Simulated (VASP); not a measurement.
# SiC (P6_3mc) in VASP: Born charges and dielectric tensor with PBE

Aim: the Born charges and dielectric tensor of SiC with PBE.

All numbers are computed with VASP 6.6.1; they aren't measurements. Logs are shortened: lines on timing, memory, paths and dates and some standing lists are left out, and cuts for length are marked.

### Step 1. The structure

Symmetry: P6_3mc, No. 186, hexagonal system. The conventional cell has a = 3.102 Å, b = 3.102 Å, c = 5.051 Å, α = 90.00°, β = 90.00°, γ = 120.00°. Around Si (site symmetry 3m) lie 4 C at 1.89 to 1.91 Å. C (site symmetry 3m) is surrounded by 4 Si at 1.89 to 1.91 Å.

### Step 2. Born charges and dielectric tensor, PBE

Contents of INCAR:

```
ALGO = Normal
EDIFF = 1E-8
ENCUT = 520
GGA = PE
IBRION = 8
ISIF = 2
ISMEAR = 0
KPAR = 4
LASPH = True
LCHARG = False
LEPSILON = True
LREAL = False
LWAVE = False
NELM = 60
NSW = 1
PREC = Accurate
SIGMA = 0.02
```

Contents of KPOINTS:

```
k-points
0
Gamma
  12 12 6
```

Contents of POSCAR:

```
SiC                                     
1.0
    3.1018389778      0.0000000000      0.0000000000
   -1.5509194889      2.6862713511      0.0000000000
    0.0000000000      0.0000000000      5.0513328963
  Si              C             
     2     2
Direct
     0.3333333300000021    0.6666666699999979    0.0036991121203798
     0.6666666699999979    0.3333333300000021    0.5036991121203798
     0.3333333300000021    0.6666666699999979    0.3813008878796182
     0.6666666699999979    0.3333333300000021    0.8813008878796182
```

Potentials or basis: VASP PAW PBE potentials, release 64 (Si, C).

Command:

```bash
$ cat potpaw_PBE.64/Si/POTCAR potpaw_PBE.64/C/POTCAR > POTCAR
$ mpirun -np 4 vasp_std > vasp.out
```

OUTCAR:

```text
EDIFF = 1E-8
   ENCUT = 520
   GGA = PE
   IBRION = 8
   ISIF = 2
   ISMEAR = 0
   LASPH = True
   LEPSILON = True
   LREAL = False
   NELM = 60
   NSW = 1
   PREC = Accurate

 ion  position               nearest neighbor table
   1  0.333  0.667  0.004-   4 1.89   4 1.89   4 1.89   3 1.91   2 3.10   2 3.10   2 3.10   2 3.10
                             2 3.10   2 3.10
   2  0.667  0.333  0.504-   3 1.89   3 1.89   3 1.89   4 1.91   1 3.10   1 3.10   1 3.10   1 3.10
                             1 3.10   1 3.10
   3  0.333  0.667  0.381-   2 1.89   2 1.89   2 1.89   1 1.91
   4  0.667  0.333  0.881-   1 1.89   1 1.89   1 1.89   2 1.91

  LATTYP: Found a hexagonal cell.
 ALAT       =     3.1018389778
 C/A-ratio  =     1.6284961703

  Lattice vectors:

 A1 = (   3.1018389778,   0.0000000000,   0.0000000000)
 A2 = (  -1.5509194889,   2.6862713511,   0.0000000000)
 A3 = (   0.0000000000,   0.0000000000,   5.0513328963)

Analysis of symmetry for initial positions (statically):
=====================================================================
 Subroutine PRICEL returns:
 Original cell was already a primitive cell.

 Routine SETGRP: Setting up the symmetry group for a
 hexagonal supercell.

 Subroutine GETGRP returns: Found 12 space group operations
 (whereof  6 operations were pure point group operations)
 out of a pool of 24 trial point group operations.

The static configuration has the point symmetry C_3v.
 The point group associated with its full space group is C_6v.

Analysis of symmetry for dynamics (positions and initial velocities):
=====================================================================
 Subroutine PRICEL returns:
 Original cell was already a primitive cell.

 Routine SETGRP: Setting up the symmetry group for a
 hexagonal supercell.

 Subroutine GETGRP returns: Found 12 space group operations
 (whereof  6 operations were pure point group operations)
[... 638 lines left out ...]
    1     2.64644     0.00000    -0.00000
    2     0.00000     2.64644    -0.00000
    3     0.00000     0.00000     2.85395
 ion    2
    1     2.64644     0.00000    -0.00000
    2     0.00000     2.64644     0.00000
    3     0.00000     0.00000     2.85395
 ion    3
    1    -2.64644    -0.00000    -0.00000
    2     0.00000    -2.64644     0.00000
    3     0.00000     0.00000    -2.85395
 ion    4
    1    -2.64644    -0.00000     0.00000
    2     0.00000    -2.64644     0.00000
    3     0.00000     0.00000    -2.85395

 INTERNAL STRAIN TENSOR FOR ION    4 for displacements in x,y,z  (eV/Angst):
          X           Y           Z          XY          YZ          ZX
  --------------------------------------------------------------------------------
  x     0.00000     0.00000     0.00000     8.83288     0.00000     5.05035
  y     8.83288    -8.83288    -0.00000     0.00000     5.23762     0.00000
  z     4.54350     4.54350    -9.16960     0.00000    -0.00000     0.00000

 SECOND DERIVATIVES (NOT SYMMETRIZED)
 ------------------------------------
               1X          1Y          1Z          2X          2Y          2Z          3X          3Y          3Z          4X          4Y          4Z
  1X   -19.340582    0.000000    0.000000    0.629401   -0.000000    0.000000    2.156370   -0.000000   -0.000000   16.554811    0.000000   -0.000000
  1Y    -0.000000  -19.340582    0.000000    0.000000    0.629401    0.000000   -0.000000    2.156370    0.000000   -0.000000   16.554811    0.000000
  1Z     0.000000    0.000000  -26.048532    0.000000   -0.000000    8.902277    0.000000   -0.000000    8.394214    0.000000   -0.000000    8.752041
  2X     0.629401    0.000000    0.000000  -19.340582    0.000000    0.000000   16.554811    0.000000    0.000000    2.156370   -0.000000    0.000000
  2Y     0.000000    0.629401    0.000000   -0.000000  -19.340582   -0.000000   -0.000000   16.554811    0.000000    0.000000    2.156370   -0.000000
  2Z     0.000000    0.000000    8.902277    0.000000   -0.000000  -26.048532    0.000000    0.000000    8.752041    0.000000    0.000000    8.394214
  3X     2.157076    0.000000    0.000000   16.556818   -0.000000    0.000000  -18.727141   -0.000000   -0.000000    0.013247    0.000000    0.000000
  3Y    -0.000000    2.157076    0.000000    0.000000   16.556818    0.000000    0.000000  -18.727141    0.000000   -0.000000    0.013247    0.000000
  3Z     0.000000    0.000000    8.346287    0.000000    0.000000    8.800023    0.000000    0.000000  -23.226274    0.000000    0.000000    6.079964
  4X    16.556818    0.000000    0.000000    2.157076    0.000000    0.000000    0.013247    0.000000    0.000000  -18.727141    0.000000    0.000000
  4Y     0.000000   16.556818   -0.000000    0.000000    2.157076   -0.000000   -0.000000    0.013247   -0.000000    0.000000  -18.727141   -0.000000
  4Z     0.000000    0.000000    8.800023    0.000000   -0.000000    8.346287    0.000000    0.000000    6.079964    0.000000    0.000000  -23.226274

 Eigenvectors and eigenvalues of the dynamical matrix
 ----------------------------------------------------

   1 f  =   24.421791 THz   153.446635 2PiTHz  814.623245 cm-1   101.000365 meV
             X         Y         Z           dx          dy          dz
     -0.000000  1.790848  0.018685    -0.000000    0.000000   -0.013061
      1.550920  0.895424  2.544352    -0.000000    0.000000    0.013061
     -0.000000  1.790848  1.926078     0.000000   -0.000000   -0.706986
      1.550920  0.895424  4.451744     0.000000   -0.000000    0.706986
[... 71 lines left out ...]
  12 f/i=    0.000774 THz     0.004865 2PiTHz    0.025827 cm-1     0.003202 meV
             X         Y         Z           dx          dy          dz
     -0.000000  1.790848  0.018685    -0.591536   -0.017955    0.000000
      1.550920  0.895424  2.544352    -0.591536   -0.017955    0.000000
     -0.000000  1.790848  1.926078    -0.386814   -0.011741    0.000000
      1.550920  0.895424  4.451744    -0.386814   -0.011741    0.000000

--------------------------------------------------------------------------------------------------------

 MACROSCOPIC STATIC DIELECTRIC TENSOR IONIC CONTRIBUTION
 ------------------------------------------------------
           3.218201     0.000000    -0.000000
           0.000000     3.218201    -0.000000
          -0.000000    -0.000000     4.084543
 ------------------------------------------------------

 ELASTIC MODULI CONTR FROM IONIC RELAXATION (kBar)
 Direction    XX          YY          ZZ          XY          YZ          ZX
 --------------------------------------------------------------------------------
 XX        -409.2594    225.7032    185.2790     -0.0000     -0.0000     -0.0000
 YY         225.7032   -409.2593    185.2790      0.0000      0.0000      0.0000
 ZZ         185.2790    185.2790   -374.0360      0.0000     -0.0000     -0.0000
 XY          -0.0000      0.0000      0.0000   -317.4813      0.0000      0.0000
 YZ          -0.0000     -0.0000     -0.0000      0.0000    -95.9780     -0.0000
 ZX          -0.0000      0.0000     -0.0000      0.0000     -0.0000   -103.3551
 --------------------------------------------------------------------------------

 PIEZOELECTRIC TENSOR IONIC CONTR  for field in x, y, z        (C/m^2)
          XX          YY          ZZ          XY          YZ          ZX
  --------------------------------------------------------------------------------
  x    -0.00000     0.00000    -0.00000     0.00000    -0.00000    -0.54268
  y     0.00000    -0.00000    -0.00000     0.00000    -0.52296    -0.00000
  z    -0.57612    -0.57612     1.16306    -0.00000     0.00000     0.00000
```

Run time: 3.6 min. Hardware: 4 MPI ranks of Intel Xeon 6975P-C (Granite Rapids), shared host; peak memory 0.55 GiB.

Results:

```
Band gap on the k mesh                                  : 2.40 eV, indirect (least direct gap 3.89 eV)
Electronic dielectric tensor (diagonal)                 : 6.97, 6.97, 7.30
Born charges (mean of the diagonal)                     : Si +2.72; C -2.72 e
Highest phonon frequency at Γ, LO-TO splitting left out : 815 cm⁻¹
```

Phonon frequencies in cm⁻¹ (negative: imaginary):
| q point | frequencies |
| --- | --- |
| (0.000, 0.000, 0.000) | 0 0 0 258 258 582 742 742 744 778 778 815 |

Electronic dielectric tensor:
```
6.97 0.00 0.00
0.00 6.97 0.00
0.00 0.00 7.30
```

Born effective charge tensors (e):
atom 1, Si
```
2.65 0.00 0.00
0.00 2.65 0.00
0.00 0.00 2.85
```
atom 2, Si
```
2.65 0.00 0.00
0.00 2.65 0.00
0.00 0.00 2.85
```
atom 3, C
```
-2.65  0.00  0.00
 0.00 -2.65  0.00
 0.00  0.00 -2.85
```
atom 4, C
```
-2.65  0.00  0.00
 0.00 -2.65  0.00
 0.00  0.00 -2.85
```

A k mesh can miss the band edges. Expect the measured gap to be larger: semilocal functionals such as PBE lack the derivative discontinuity.
